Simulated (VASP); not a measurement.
# PtSe2: G0W0 gap of a sheet against vacuum, part 4 of 5

How does the G0W0 gap of a single sheet of PtSe2 depend on the vacuum between its repeats?

VASP 6.6.1, plane waves and PAW; the level of theory is named at each step.

So far, quasiparticle gap on the mesh (eV): step 5 (G0W0, box 11 Å, bands in the sums 280) 1.86. Also gap on the k-mesh (eV): step 4 (empty bands, box 11 Å) 1.23; step 6 (ground state with more vacuum, box 12.5 Å, height 12.5) 1.23.

## (8) G0W0, box 12.5 Å, bands in the sums 312, height 12.5

This step: G0W0 on PBE; plane waves and PAW (Pt_GW, Se_GW) (VASP 6.6.1).

G0W0 in the taller cell, at the same response cutoff, frequencies and mesh.

INCAR reads:

```
SYSTEM = PtSe2
PREC = Accurate
ENCUT = 300
ISMEAR = 0
SIGMA = 0.01
LREAL = .FALSE.
GGA = PE
NBANDS = 312
LASPH = .TRUE.
ALGO = EVGW0
NELMGW = 1
ENCUTGW = 90
NOMEGA = 48
PRECFOCK = Fast
NBANDSGW = 24
LWAVE = .FALSE.
LCHARG = .FALSE.
```

POSCAR reads:

```
PtSe2
1.0
    3.8527425800      0.0000000000      0.0000000000
   -1.9263712900      3.3365729485      0.0000000000
    0.0000000000      0.0000000000     12.5000000000
Pt Se
1 2
Direct
    0.0000000000      0.0000000000      0.5000000000
    0.3333333333      0.6666666667      0.6000562192
    0.6666666667      0.3333333333      0.3999437808
```

KPOINTS reads:

```
Automatic mesh
0
Gamma
9 9 1
0 0 0
```

Potentials, in the order of the species: Pt_GW and Se_GW (PBE family, release 64).

Started as:

```console
> mpirun -np 8 vasp_std
```

Log:

```text
[banner, memory and clock lines left out]
running    8 mpi-ranks, on    1 nodes
[...]
[... a notice as in an earlier step ...]

 [... a notice as in an earlier step ...]

 LDA part: xc-table for (Slater+PW92), standard interpolation
 found WAVECAR, reading the header
 POSCAR, INCAR and KPOINTS ok, starting setup
[...]
reading WAVECAR
 the WAVECAR file was read successfully
 initial charge from wavefunction
 available memory per node:     34.91 GB, setting MAXMEM to     35748

 The Fermi energy was updated, please check that it is located mid-gap
 values below the HOMO (VB) or above the LUMO (CB) will cause erroneous energies
 E-fermi :  -0.8899

 calculate exact exchange contribution
 the WAVEDER file was read successfully
energies w=
    0.000    0.000    0.545    0.000    1.088    0.000    1.627    0.000
    2.160    0.000    2.685    0.000    3.201    0.000    3.709    0.000
    4.206    0.000    4.695    0.000    5.175    0.000    5.647    0.000
[...]
total number of BLAS operations       7401.66 Gflops
NQ=   8    0.3333    0.1111    0.0000,
|.........|.........|.........|.........|.........|.........|.........|.........
 performed      11609000 updates of chi_q(r,r)
 total number of BLAS operations       8799.19 Gflops
NQ=   9    0.4444    0.1111    0.0000,
|.........|.........|.........|.........|.........|.........|.........|.........
 performed      13088000 updates of chi_q(r,r)
 total number of BLAS operations       9973.91 Gflops
NQ=  10    0.2222    0.2222    0.0000,
|.........|.........|.........|.........|.........|.........|.........|.........
 performed      14567000 updates of chi_q(r,r)
 total number of BLAS operations      11163.60 Gflops
NQ=  11    0.3333    0.2222    0.0000,
|.........|.........|.........|.........|.........|.........|.........|.........
 performed      16316000 updates of chi_q(r,r)
 total number of BLAS operations      12569.99 Gflops
NQ=  12    0.3333    0.3333    0.0000,
|.........|.........|.........|.........|.........|.........|.........|.........
 performed      17196000 updates of chi_q(r,r)
 total number of BLAS operations      13296.08 Gflops
 resolving degeneracies of screened two electron integrals

 calculate QP shifts <psi_nk| G(iteration)W_0 |psi_nk>: iteration 1
 entering main loop
```

Run time: 99 s. Hardware: 8 MPI ranks of Intel Xeon 6975P-C (Granite Rapids), shared host; peak memory 3 GiB; 13 min of CPU time.

OUTCAR, selected parts (step 8):

```text
 QP shifts <psi_nk| G(iteration)W_0 |psi_nk>: iteration 1
 for sc-GW calculations column KS-energies equals QP-energies in previous step
 and V_xc(KS)=  KS-energies - (<T + V_ion + V_H > + <T+V_H+V_ion>^1  + <V_x>^1)
 k-point   1 :       0.0000    0.0000    0.0000
  band No.  KS-energies  QP-energies   sigma(KS)   V_xc(KS)     V^pw_x(r,r')   Z            occupation Imag(sigma)
    ...
      8      -2.6023      -2.9993     -12.9842     -12.4019     -16.2320       0.6818       2.0000       0.1574
      9      -1.9888      -2.3813     -11.4535     -10.8864     -12.7941       0.6923       2.0000       0.1156
     10      -1.7293      -2.0737     -12.8916     -12.4148     -13.9959       0.7223       2.0000       0.0775
     11      -1.7293      -2.0737     -12.8916     -12.4148     -13.9959       0.7223       2.0000       0.0775
     12       1.2282       1.6155     -12.1345     -12.6888      -9.2386       0.6987       0.0000      -0.1222
     13       1.2282       1.6155     -12.1345     -12.6888      -9.2386       0.6987       0.0000      -0.1222
     14       2.7454       2.9178      -5.9412      -6.1569      -3.0245       0.7991       0.0000      -0.1122
     15       3.8018       3.9514      -8.5104      -8.7049      -4.7221       0.7690       0.0000      -0.1412
    ...

[... 1 part as in an earlier step ...]

[... 2 further parts left out ...]
[key lines of the parts left out:]
E-fermi :  -0.8899
```

The gap is now 1.887 eV, +28 meV against the lowest cell. Of the change against the lowest cell, +1 meV is already in the starting gap. The sheet keeps a typed, unrelaxed lattice constant, and the Coulomb interaction between its repeats isn't cut. Spin-orbit coupling is left out.

## (9) Ground state with more vacuum, box 14 Å, height 14

This step: PBE; plane waves and PAW (Pt_GW, Se_GW) (VASP 6.6.1).

The cell is made 14 Å high around the same sheet, and the chain is run again; the band count grows with the volume, so that the sums reach the same energy.

INCAR reads:

```
SYSTEM = PtSe2
PREC = Accurate
ENCUT = 300
EDIFF = 1E-08
NELM = 100
ISMEAR = 0
SIGMA = 0.01
LREAL = .FALSE.
ALGO = Normal
GGA = PE
NBANDS = 17
LASPH = .TRUE.
LORBIT = 11
LWAVE = .TRUE.
LCHARG = .FALSE.
KPAR = 8
```

POSCAR reads:

```
PtSe2
1.0
    3.8527425800      0.0000000000      0.0000000000
   -1.9263712900      3.3365729485      0.0000000000
    0.0000000000      0.0000000000     14.0000000000
Pt Se
1 2
Direct
    0.0000000000      0.0000000000      0.5000000000
    0.3333333333      0.6666666667      0.5893359100
    0.6666666667      0.3333333333      0.4106640900
```

KPOINTS is that of step 8.

Started as:

```console
> mpirun -np 8 vasp_std
```

Log:

```text
[... set-up lines as in an earlier step ...]
 entering main loop
       N       E                     dE             d eps       ncg     rms          rms(c)
DAV:   1     0.109431001289E+03    0.10943E+03   -0.64722E+03   624   0.707E+02
DAV:   2    -0.343552026407E+01   -0.11287E+03   -0.10867E+03   656   0.194E+02
DAV:   3    -0.146305880701E+02   -0.11195E+02   -0.10848E+02   600   0.598E+01
DAV:   4    -0.151246926017E+02   -0.49410E+00   -0.49315E+00   608   0.142E+01
[...]
DAV:  18    -0.142644355523E+02   -0.24960E-05   -0.13714E-07   484   0.177E-03    0.167E-04
DAV:  19    -0.142644356929E+02   -0.14061E-06   -0.91814E-09   456   0.546E-04    0.194E-04
DAV:  20    -0.142644356930E+02   -0.98225E-10   -0.18023E-09   416   0.459E-04
   1 F= -.14264436E+02 E0= -.14264436E+02  d E =-.778846E-51
 writing wavefunctions
```

The job ended after 6.2 s (8 MPI ranks; peak memory 1.8 GiB; 45 s of CPU time).

OUTCAR, selected parts (step 9):

```text
  Total       -1.9500881     -1.9500881     -0.0342924      0.0000000     -0.0000000      0.0000000
  in kB      -17.3606569    -17.3606569     -0.3052879      0.0000000     -0.0000000      0.0000000
  external PRESSURE =     -11.6755339 kB  Pullay stress =       0.0000000 kB

 POSITION                                       TOTAL-FORCE (eV/Angst)
 -----------------------------------------------------------------------------------
      0.00000      0.00000      7.00000         0.000000      0.000000      0.000000
     -0.00000      2.22438      8.25070        -0.000000     -0.000000      0.001326
      1.92637      1.11219      5.74930         0.000000      0.000000     -0.001326
 -----------------------------------------------------------------------------------
    total drift:                               -0.000000      0.000000      0.000000

  FREE ENERGIE OF THE ION-ELECTRON SYSTEM (eV)
  ---------------------------------------------------
  free  energy   TOTEN  =       -14.2644356930 eV

  energy  without entropy=      -14.2644356930  energy(sigma->0) =      -14.26443569

[... 1 part as in an earlier step ...]

[... 2 further parts left out ...]
[key lines of the parts left out:]
E-fermi :  -1.8501
```

## (10) Empty bands, box 14 Å, height 14

The empty bands are made again, for the run that follows.

INCAR reads:

```
SYSTEM = PtSe2
PREC = Accurate
ENCUT = 300
ISMEAR = 0
SIGMA = 0.01
LREAL = .FALSE.
GGA = PE
NBANDS = 352
LASPH = .TRUE.
ALGO = Exact
NELM = 1
LWAVE = .TRUE.
LCHARG = .FALSE.
LOPTICS = .TRUE.
NEDOS = 1000
CSHIFT = 0.1
```

POSCAR is that of step 9.

KPOINTS is that of step 9.

Started as:

```console
> mpirun -np 8 vasp_std
```

Log:

```text
[banner, memory and clock lines left out]
running    8 mpi-ranks, on    1 nodes
[...]
[... a notice as in an earlier step ...]

 LDA part: xc-table for (Slater+PW92), standard interpolation
 found WAVECAR, reading the header
  number of bands has changed, file:    17 present:   352
  trying to continue reading WAVECAR, but it might fail
 POSCAR, INCAR and KPOINTS ok, starting setup
[...]
reading WAVECAR
 random initialization beyond band           17
 the WAVECAR file was read successfully
 initial charge from wavefunction
 entering main loop
       N       E                     dE             d eps       ncg     rms          rms(c)
DIA:   1    -0.142644356923E+02   -0.14264E+02    0.00000E+00     0   0.000E+00
   1 F= -.14264436E+02 E0= -.14264436E+02  d E =-.109961E-73
 writing wavefunctions
 optical routines
 imaginary and real dielectric function
 recalculating local potential from charge density
 direction            1
 direction            2
 direction            3
```

The job ended after 20 s (8 MPI ranks; peak memory 2.5 GiB).

OUTCAR, selected parts (step 10):

```text
  Total       -1.9500815     -1.9500815     -0.0342407      0.0000000      0.0000000      0.0000000
  in kB      -17.3605984    -17.3605984     -0.3048279      0.0000000      0.0000000      0.0000000
  external PRESSURE =     -11.6753416 kB  Pullay stress =       0.0000000 kB

 POSITION                                       TOTAL-FORCE (eV/Angst)
 -----------------------------------------------------------------------------------
      0.00000      0.00000      7.00000        -0.000000      0.000000     -0.000000
     -0.00000      2.22438      8.25070         0.000000      0.000000      0.001332
      1.92637      1.11219      5.74930        -0.000000     -0.000000     -0.001332
 -----------------------------------------------------------------------------------
    total drift:                               -0.000000      0.000000      0.000000

  FREE ENERGIE OF THE ION-ELECTRON SYSTEM (eV)
  ---------------------------------------------------
  free  energy   TOTEN  =       -14.2644356923 eV

  energy  without entropy=      -14.2644356923  energy(sigma->0) =      -14.26443569

[... 1 part as in an earlier step ...]

[... 2 further parts left out ...]
[key lines of the parts left out:]
E-fermi :  -1.8275
```

WAVECAR now holds 352 bands for 22 electrons.

## (11) G0W0, box 14 Å, bands in the sums 352, height 14

This step: G0W0 on PBE; plane waves and PAW (Pt_GW, Se_GW) (VASP 6.6.1).

INCAR reads:

```
SYSTEM = PtSe2
PREC = Accurate
ENCUT = 300
ISMEAR = 0
SIGMA = 0.01
LREAL = .FALSE.
GGA = PE
NBANDS = 352
LASPH = .TRUE.
ALGO = EVGW0
NELMGW = 1
ENCUTGW = 90
NOMEGA = 48
PRECFOCK = Fast
NBANDSGW = 24
LWAVE = .FALSE.
LCHARG = .FALSE.
```

POSCAR is that of step 10.

KPOINTS is that of step 10.

Started as:

```console
> mpirun -np 8 vasp_std
```

Log:

```text
[banner, memory and clock lines left out]
running    8 mpi-ranks, on    1 nodes
[...]
[... a notice as in an earlier step ...]

 [... a notice as in an earlier step ...]

 LDA part: xc-table for (Slater+PW92), standard interpolation
 found WAVECAR, reading the header
 POSCAR, INCAR and KPOINTS ok, starting setup
[...]
reading WAVECAR
 the WAVECAR file was read successfully
 initial charge from wavefunction
 available memory per node:     35.26 GB, setting MAXMEM to     36102

 The Fermi energy was updated, please check that it is located mid-gap
 values below the HOMO (VB) or above the LUMO (CB) will cause erroneous energies
 E-fermi :  -1.3409

 calculate exact exchange contribution
 the WAVEDER file was read successfully
energies w=
    0.000    0.000    0.484    0.000    0.966    0.000    1.444    0.000
    1.917    0.000    2.383    0.000    2.841    0.000    3.291    0.000
    3.733    0.000    4.167    0.000    4.593    0.000    5.013    0.000
[...]
total number of BLAS operations      10391.04 Gflops
NQ=   8    0.3333    0.1111    0.0000,
|.........|.........|.........|.........|.........|.........|.........|.........
 performed      13122000 updates of chi_q(r,r)
 total number of BLAS operations      12372.27 Gflops
NQ=   9    0.4444    0.1111    0.0000,
|.........|.........|.........|.........|.........|.........|.........|.........
 performed      14794000 updates of chi_q(r,r)
 total number of BLAS operations      14115.56 Gflops
NQ=  10    0.2222    0.2222    0.0000,
|.........|.........|.........|.........|.........|.........|.........|.........
 performed      16466000 updates of chi_q(r,r)
 total number of BLAS operations      15801.38 Gflops
NQ=  11    0.3333    0.2222    0.0000,
|.........|.........|.........|.........|.........|.........|.........|.........
 performed      18442000 updates of chi_q(r,r)
 total number of BLAS operations      17727.04 Gflops
NQ=  12    0.3333    0.3333    0.0000,
|.........|.........|.........|.........|.........|.........|.........|.........
 performed      19438000 updates of chi_q(r,r)
 total number of BLAS operations      18742.83 Gflops
 resolving degeneracies of screened two electron integrals

 calculate QP shifts <psi_nk| G(iteration)W_0 |psi_nk>: iteration 1
 entering main loop
```

The job ended after 2 min (8 MPI ranks; peak memory 3.6 GiB; 16 min of CPU time).

Parts of OUTCAR (step 11):

```text
 QP shifts <psi_nk| G(iteration)W_0 |psi_nk>: iteration 1
 for sc-GW calculations column KS-energies equals QP-energies in previous step
 and V_xc(KS)=  KS-energies - (<T + V_ion + V_H > + <T+V_H+V_ion>^1  + <V_x>^1)
 k-point   1 :       0.0000    0.0000    0.0000
  band No.  KS-energies  QP-energies   sigma(KS)   V_xc(KS)     V^pw_x(r,r')   Z            occupation Imag(sigma)
    ...
      8      -3.0530      -3.4556     -12.9962     -12.4025     -16.2297       0.6781       2.0000       0.1484
      9      -2.4400      -2.8408     -11.4660     -10.8831     -12.7869       0.6877       2.0000       0.1089
     10      -2.1801      -2.5366     -12.9104     -12.4148     -14.0075       0.7194       2.0000       0.0787
     11      -2.1801      -2.5366     -12.9104     -12.4148     -14.0075       0.7194       2.0000       0.0787
     12       0.7774       1.1741     -12.1157     -12.6888      -9.2329       0.6922       0.0000      -0.0928
     13       0.7774       1.1741     -12.1157     -12.6888      -9.2329       0.6922       0.0000      -0.0928
     14       2.3368       2.5423      -6.1561      -6.4145      -3.1827       0.7954       0.0000      -0.1016
     15       3.3211       3.4363      -7.7864      -7.9355      -4.1899       0.7734       0.0000      -0.1146
    ...

[... 1 part as in an earlier step ...]

[... 2 further parts left out ...]
[key lines of the parts left out:]
E-fermi :  -1.3409
```

The gap is now 1.913 eV, +53 meV against the lowest cell. Of the change against the lowest cell, +1 meV is already in the starting gap. The sheet keeps a typed, unrelaxed lattice constant, and the Coulomb interaction between its repeats isn't cut. Spin-orbit coupling is left out.

## (12) Ground state with more vacuum, box 18 Å, height 18

This step: PBE; plane waves and PAW (Pt_GW, Se_GW) (VASP 6.6.1).

The cell is made 18 Å high around the same sheet, and the chain is run again; the band count grows with the volume, so that the sums reach the same energy.

INCAR reads:

```
SYSTEM = PtSe2
PREC = Accurate
ENCUT = 300
EDIFF = 1E-08
NELM = 100
ISMEAR = 0
SIGMA = 0.01
LREAL = .FALSE.
ALGO = Normal
GGA = PE
NBANDS = 17
LASPH = .TRUE.
LORBIT = 11
LWAVE = .TRUE.
LCHARG = .FALSE.
KPAR = 8
```

POSCAR reads:

```
PtSe2
1.0
    3.8527425800      0.0000000000      0.0000000000
   -1.9263712900      3.3365729485      0.0000000000
    0.0000000000      0.0000000000     18.0000000000
Pt Se
1 2
Direct
    0.0000000000      0.0000000000      0.5000000000
    0.3333333333      0.6666666667      0.5694834856
    0.6666666667      0.3333333333      0.4305165144
```

KPOINTS is that of step 11.

Started as:

```console
> mpirun -np 8 vasp_std
```

Log:

```text
[... set-up lines as in an earlier step ...]
 entering main loop
       N       E                     dE             d eps       ncg     rms          rms(c)
DAV:   1     0.121352309156E+03    0.12135E+03   -0.59419E+03   617   0.670E+02
DAV:   2     0.219885236269E+01   -0.11915E+03   -0.11390E+03   622   0.182E+02
DAV:   3    -0.144010290061E+02   -0.16600E+02   -0.16197E+02   624   0.680E+01
DAV:   4    -0.151166938112E+02   -0.71566E+00   -0.71304E+00   584   0.162E+01
[...]
DAV:  21    -0.142647370607E+02   -0.13032E-06   -0.30608E-09   408   0.496E-04    0.227E-05
DAV:  22    -0.142647370982E+02   -0.37480E-07   -0.11999E-09   422   0.175E-04    0.120E-05
DAV:  23    -0.142647371014E+02   -0.31414E-08   -0.18223E-10   448   0.215E-04
   1 F= -.14264737E+02 E0= -.14264737E+02  d E =-.295384E-37
 writing wavefunctions
```

Wall time 8.4 s (8 MPI ranks); peak memory 2.1 GiB; 63 s of CPU time.

From OUTCAR (step 12):

```text
  Total       -1.9502556     -1.9502556     -0.0320472     -0.0000000     -0.0000000      0.0000000
  in kB      -13.5038931    -13.5038931     -0.2219004     -0.0000000     -0.0000000      0.0000000
  external PRESSURE =      -9.0765622 kB  Pullay stress =       0.0000000 kB

 POSITION                                       TOTAL-FORCE (eV/Angst)
 -----------------------------------------------------------------------------------
      0.00000      0.00000      9.00000         0.000000      0.000000      0.000000
     -0.00000      2.22438     10.25070         0.000000      0.000000      0.001101
      1.92637      1.11219      7.74930        -0.000000      0.000000     -0.001101
 -----------------------------------------------------------------------------------
    total drift:                               -0.000000      0.000000      0.000000

  FREE ENERGIE OF THE ION-ELECTRON SYSTEM (eV)
  ---------------------------------------------------
  free  energy   TOTEN  =       -14.2647371014 eV

  energy  without entropy=      -14.2647371014  energy(sigma->0) =      -14.26473710

[... 1 part as in an earlier step ...]

[... 2 further parts left out ...]
[key lines of the parts left out:]
E-fermi :  -2.7004
```

## (13) Empty bands, box 18 Å, height 18

The empty bands are made again, for the run that follows.

INCAR reads:

```
SYSTEM = PtSe2
PREC = Accurate
ENCUT = 300
ISMEAR = 0
SIGMA = 0.01
LREAL = .FALSE.
GGA = PE
NBANDS = 456
LASPH = .TRUE.
ALGO = Exact
NELM = 1
LWAVE = .TRUE.
LCHARG = .FALSE.
LOPTICS = .TRUE.
NEDOS = 1000
CSHIFT = 0.1
```

POSCAR is that of step 12.

KPOINTS is that of step 12.

Started as:

```console
> mpirun -np 8 vasp_std
```

Log:

```text
[banner, memory and clock lines left out]
running    8 mpi-ranks, on    1 nodes
[...]
[... a notice as in an earlier step ...]

 LDA part: xc-table for (Slater+PW92), standard interpolation
 found WAVECAR, reading the header
  number of bands has changed, file:    17 present:   456
  trying to continue reading WAVECAR, but it might fail
 POSCAR, INCAR and KPOINTS ok, starting setup
[...]
reading WAVECAR
 random initialization beyond band           17
 the WAVECAR file was read successfully
 initial charge from wavefunction
 entering main loop
       N       E                     dE             d eps       ncg     rms          rms(c)
DIA:   1    -0.142647371027E+02   -0.14265E+02    0.00000E+00     0   0.000E+00
   1 F= -.14264737E+02 E0= -.14264737E+02  d E =-.341879E-39
 writing wavefunctions
 optical routines
 imaginary and real dielectric function
 recalculating local potential from charge density
 direction            1
 direction            2
 direction            3
```

Elapsed: 40 s, on 8 MPI ranks; peak memory 3.6 GiB; 5.3 min of CPU time.

OUTCAR, selected parts (step 13):

```text
  Total       -1.9502410     -1.9502410     -0.0320175      0.0000000      0.0000000      0.0000000
  in kB      -13.5037920    -13.5037920     -0.2216942      0.0000000      0.0000000      0.0000000
  external PRESSURE =      -9.0764260 kB  Pullay stress =       0.0000000 kB

 POSITION                                       TOTAL-FORCE (eV/Angst)
 -----------------------------------------------------------------------------------
      0.00000      0.00000      9.00000        -0.000000      0.000000      0.000000
     -0.00000      2.22438     10.25070         0.000000      0.000000      0.001097
      1.92637      1.11219      7.74930        -0.000000      0.000000     -0.001097
 -----------------------------------------------------------------------------------
    total drift:                               -0.000000      0.000000      0.000000

  FREE ENERGIE OF THE ION-ELECTRON SYSTEM (eV)
  ---------------------------------------------------
  free  energy   TOTEN  =       -14.2647371027 eV

  energy  without entropy=      -14.2647371027  energy(sigma->0) =      -14.26473710

[... 1 part as in an earlier step ...]

[... 2 further parts left out ...]
[key lines of the parts left out:]
E-fermi :  -2.6979
```

WAVECAR now holds 456 bands for 22 electrons.

[end of part 4 of 5]

[Lines on the potential files, build, host, timing and source positions are cut from VASP's logs without a mark.]

[Logs are printed without paths, hosts, clocks, repeated set-up lines and the standing remarks that a program may print on its own settings, such as how far it seeks lower states.]

[Hosts, paths, dates, database ids (printed as entryN), source tags and the programs' standing remarks are cut or masked in the printed files.]

[Pressures printed for these runs are not shown converged in the cutoff: they can be off by several GPa and have the wrong sign.]
